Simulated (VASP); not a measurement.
Output of a VASP run:

**OSZICAR**
```
...
RMM:   6    -0.361418598343E+03    0.92504E-05   -0.39798E-05   484   0.134E-02
   4 F= -.36141860E+03 E0= -.36139948E+03  d E =-.102738E+01  mag=     2.0000
       N       E                     dE             d eps       ncg     rms          rms(c)
DAV:   1    -0.361445574551E+03   -0.26967E-01   -0.19475E+01   742   0.123E+01    0.643E-01
RMM:   2    -0.361476404835E+03   -0.30830E-01   -0.37537E-01   644   0.156E+00    0.304E-01
RMM:   3    -0.361475527268E+03    0.87757E-03   -0.21129E-02   645   0.403E-01    0.198E-01
RMM:   4    -0.361474222088E+03    0.13052E-02   -0.57533E-03   645   0.175E-01    0.112E-01
RMM:   5    -0.361474104144E+03    0.11794E-03   -0.12373E-03   645   0.803E-02    0.847E-02
RMM:   6    -0.361474096929E+03    0.72149E-05   -0.31164E-04   627   0.387E-02    0.249E-02
RMM:   7    -0.361474104514E+03   -0.75845E-05   -0.87530E-05   583   0.194E-02
   5 F= -.36147410E+03 E0= -.36145486E+03  d E =-.555062E-01  mag=     2.0000
       N       E                     dE             d eps       ncg     rms          rms(c)
DAV:   1    -0.361472943655E+03    0.11533E-02   -0.72189E+00   744   0.742E+00    0.383E-01
RMM:   2    -0.361484321925E+03   -0.11378E-01   -0.13776E-01   644   0.944E-01    0.180E-01
RMM:   3    -0.361483952669E+03    0.36926E-03   -0.77841E-03   645   0.243E-01    0.118E-01
RMM:   4    -0.361483479916E+03    0.47275E-03   -0.21110E-03   645   0.106E-01    0.599E-02
RMM:   5    -0.361483456937E+03    0.22979E-04   -0.44178E-04   634   0.483E-02    0.478E-02
RMM:   6    -0.361483455273E+03    0.16643E-05   -0.10224E-04   595   0.220E-02    0.155E-02
RMM:   7    -0.361483458206E+03   -0.29333E-05   -0.30298E-05   437   0.112E-02
   6 F= -.36148346E+03 E0= -.36146418E+03  d E =-.648599E-01  mag=     2.0000
       N       E                     dE             d eps       ncg     rms          rms(c)
DAV:   1    -0.361486677551E+03   -0.32223E-02   -0.23028E+00   744   0.433E+00    0.229E-01
RMM:   2    -0.361490357092E+03   -0.36795E-02   -0.46581E-02   644   0.572E-01    0.115E-01
RMM:   3    -0.361490194608E+03    0.16248E-03   -0.25019E-03   645   0.144E-01    0.765E-02
RMM:   4    -0.361490003938E+03    0.19067E-03   -0.86174E-04   645   0.675E-02    0.421E-02
RMM:   5    -0.361489988152E+03    0.15786E-04   -0.14557E-04   621   0.281E-02    0.275E-02
RMM:   6    -0.361489987999E+03    0.15315E-06   -0.35101E-05   459   0.129E-02
   7 F= -.36148999E+03 E0= -.36147070E+03  d E =-.652979E-02  mag=     2.0000
       N       E                     dE             d eps       ncg     rms          rms(c)
DAV:   1    -0.361490013584E+03   -0.25432E-04   -0.93933E-02   808   0.873E-01    0.458E-02
RMM:   2    -0.361490169018E+03   -0.15543E-03   -0.19305E-03   644   0.116E-01    0.252E-02
RMM:   3    -0.361490162579E+03    0.64390E-05   -0.10366E-04   613   0.292E-02    0.165E-02
RMM:   4    -0.361490154380E+03    0.81981E-05   -0.33247E-05   473   0.135E-02
   8 F= -.36149015E+03 E0= -.36147087E+03  d E =-.669617E-02  mag=     2.0000
       N       E                     dE             d eps       ncg     rms          rms(c)
DAV:   1    -0.361490715826E+03   -0.55325E-03   -0.16304E-01   712   0.117E+00    0.632E-02
RMM:   2    -0.361490996422E+03   -0.28060E-03   -0.32467E-03   644   0.157E-01    0.302E-02
RMM:   3    -0.361490992227E+03    0.41951E-05   -0.17816E-04   645   0.394E-02    0.193E-02
RMM:   4    -0.361490982599E+03    0.96280E-05   -0.47510E-05   532   0.165E-02
   9 F= -.36149098E+03 E0= -.36147170E+03  d E =-.828218E-03  mag=     2.0000
```

### OUTCAR
```
------------------------ aborting loop because EDIFF is reached ----------------------------------------
  FORCE on cell =-STRESS in cart. coord.  units (eV):
  Direction    XX          YY          ZZ          XY          YZ          ZX
  --------------------------------------------------------------------------------------
  Total        6.8020239      6.8275729      6.8068495      0.0186663     -0.0357938      0.0286001
  in kB       17.8275810     17.8945431     17.8402287      0.0489228     -0.0938127      0.0749585
  external PRESSURE =      17.8541176 kB  Pullay stress =       0.0000000 kB
  volume of cell :      611.30
      direct lattice vectors                 reciprocal lattice vectors
     8.486959016  0.000000000  0.000000000     0.117827834  0.000000000  0.000000000
     0.000000000  8.486959016  0.000000000     0.000000000  0.117827834  0.000000000
     0.000000000  0.000000000  8.486959016     0.000000000  0.000000000  0.117827834
  FREE ENERGIE OF THE ION-ELECTRON SYSTEM (eV)
  ---------------------------------------------------
  free  energy   TOTEN  =      -361.4909825986 eV

  energy  without entropy=     -361.4524140619  energy(sigma->0) =     -361.47169833

 total charge

# of ion       s       p       d       tot
------------------------------------------
    1        0.154   0.177   0.078   0.409
    2        0.153   0.173   0.075   0.401
    3        0.153   0.173   0.075   0.401
    4        0.154   0.176   0.077   0.407
    5        0.153   0.173   0.075   0.401
    6        0.163   0.192   0.087   0.441
    7        0.153   0.173   0.075   0.401
    8        0.153   0.173   0.075   0.401
    9        0.153   0.173   0.075   0.401
   10        0.153   0.173   0.075   0.401
   11        0.163   0.192   0.087   0.441
   12        0.153   0.173   0.075   0.401
   13        0.153   0.173   0.075   0.401
   14        0.154   0.177   0.078   0.409
   15        0.153   0.173   0.075   0.401
   16        0.153   0.173   0.075   0.401
   17        0.153   0.173   0.075   0.401
   18        0.153   0.173   0.075   0.401
   19        0.154   0.177   0.078   0.409
   20        0.153   0.173   0.075   0.401
   21        0.153   0.173   0.075   0.401
   22        0.153   0.173   0.075   0.401
   23        0.153   0.173   0.075   0.401
   24        0.153   0.173   0.075   0.401
   25        0.153   0.173   0.075   0.401
   26        0.163   0.192   0.087   0.441
   27        0.153   0.173   0.075   0.401
   28        0.153   0.173   0.075   0.401
   29        0.153   0.173   0.075   0.401
   30        0.153   0.173   0.075   0.401
   31        0.153   0.173   0.075   0.401
   32        1.575   3.561   0.000   5.136
   33        1.575   3.551   0.000   5.127
   34        1.575   3.551   0.000   5.127
   35        1.575   3.561   0.000   5.136
   36        1.576   3.557   0.000   5.134
   37        1.575   3.561   0.000   5.136
   38        1.575   3.558   0.000   5.133
   39        1.576   3.558   0.000   5.135
   40        1.576   3.558   0.000   5.134
   41        1.575   3.552   0.000   5.127
   42        1.575   3.561   0.000   5.136
   43        1.575   3.552   0.000   5.127
   44        1.575   3.558   0.000   5.133
   45        1.575   3.561   0.000   5.136
   46        1.575   3.552   0.000   5.127
   47        1.576   3.558   0.000   5.134
   48        1.576   3.557   0.000   5.134
...
```
(Selected blocks of OUTCAR.)

POSCAR:
```
Mg31O32
1
    8.4869590160     0.0000000000     0.0000000000
    0.0000000000     8.4869590160    -0.0000000000
   -0.0000000000    -0.0000000000     8.4869590160
Mg O
31 32
Direct
  0.5000000000   0.0000000000   0.0000000000
  0.7500000000   0.2500000000   0.0000000000
  0.7500000000   0.0000000000   0.2500000000
  0.0000000000   0.0000000000   0.0000000000
  0.2500000000   0.2500000000   0.0000000000
  0.5000000000   0.5000000000   0.0000000000
  0.7500000000   0.7500000000   0.0000000000
  0.2500000000   0.0000000000   0.2500000000
  0.4971150000   0.2448860000   0.2550740000
  0.7487060000   0.4985600000   0.2518000000
  0.5000000000   0.0000000000   0.5000000000
  0.7532020000   0.2477670000   0.5056790000
  0.7500000000   0.0000000000   0.7500000000
  0.0000000000   0.5000000000   0.0000000000
  0.2500000000   0.7500000000   0.0000000000
  0.0000000000   0.2500000000   0.2500000000
  0.2463090000   0.5026630000   0.2513950000
  0.5010010000   0.7512370000   0.2477060000
  0.0000000000   0.0000000000   0.5000000000
  0.2547160000   0.2490520000   0.5006190000
  0.7471740000   0.7451370000   0.5020650000
  0.2500000000   0.0000000000   0.7500000000
  0.4974820000   0.2508750000   0.7517490000
  0.7484960000   0.4991880000   0.7487280000
  0.0000000000   0.7500000000   0.2500000000
  0.0000000000   0.5000000000   0.5000000000
  0.2498340000   0.7451660000   0.4997680000
  0.0000000000   0.2500000000   0.7500000000
  0.2465380000   0.4955890000   0.7511060000
  0.5000870000   0.7449090000   0.7445080000
  0.0000000000   0.7500000000   0.7500000000
  0.7500000000   0.2500000000   0.2500000000
  0.0000000000   0.5000000000   0.2500000000
  0.0000000000   0.2500000000   0.5000000000
  0.2500000000   0.2500000000   0.2500000000
  0.4986660000   0.4980460000   0.2501570000
  0.7500000000   0.7500000000   0.2500000000
  0.0000000000   0.0000000000   0.2500000000
  0.4949630000   0.2444420000   0.4958720000
  0.7505540000   0.5055500000   0.5047190000
  0.0000000000   0.7500000000   0.5000000000
  0.7500000000   0.2500000000   0.7500000000
  0.0000000000   0.5000000000   0.7500000000
  0.0000000000   0.2500000000   0.0000000000
  0.2500000000   0.7500000000   0.2500000000
  0.5000000000   0.0000000000   0.2500000000
  0.2513970000   0.4972140000   0.5020760000
  0.5012560000   0.7522670000   0.5004790000
  0.7500000000   0.0000000000   0.5000000000
  0.2500000000   0.2500000000   0.7500000000
  0.5014420000   0.5055630000   0.7519670000
  0.7500000000   0.7500000000   0.7500000000
  0.0000000000   0.0000000000   0.7500000000
  0.5000000000   0.2500000000   0.0000000000
  0.7500000000   0.5000000000   0.0000000000
  0.0000000000   0.7500000000   0.0000000000
  0.2500000000   0.0000000000   0.5000000000
  0.2500000000   0.7500000000   0.7500000000
  0.5000000000   0.0000000000   0.7500000000
  0.2500000000   0.5000000000   0.0000000000
  0.5000000000   0.7500000000   0.0000000000
  0.7500000000   0.0000000000   0.0000000000
  0.2500000000   0.0000000000   0.0000000000
```

Question: Write an INCAR and KPOINTS that could have produced this output.

Answer: One answer among several that fit: the input of the run itself, PBE GGA, plane waves, VASP's PBE PAW potentials (set 64).

**INCAR**
```
NELECT = 256.0
EDIFFG = -0.03   ! ionic stop
NELMIN = 4
LASPH = T
ISPIN = 2   ! spin-polarised
ISIF = 2   ! forces and stress, cell fixed
GGA = PE   ! PBE
LORBIT = 10
NSW = 60
ISYM = 0
ALGO = Fast
SYSTEM = Mg31O32
LCHARG = F
ISMEAR = 0   ! Gaussian
MAGMOM = 63*0.0317
NELM = 100
PREC = Normal
EDIFF = 1E-5
LWAVE = F
ENCUT = 400
IBRION = 2   ! conjugate gradients
NUPDOWN = 2
LREAL = Auto
SIGMA = 0.05   ! width (eV)
```

File KPOINTS:
```
Automatic
0
gamma
  1 1 1
```

POTCAR, in this order: Mg O (PBE.64 set). Program: vasp_gam.

At this cut-off the stress carries a Pulay error, which pulls relaxed volumes low. The cell is charged, with a uniform compensating background. The supercell is sampled at Γ alone, which is coarse: total energies, pressure and levels can be off, energies of defects by several tenths of an eV.

The cell is a supercell with a defect, built from MgO (rock salt): vac_Mg, charge -2.
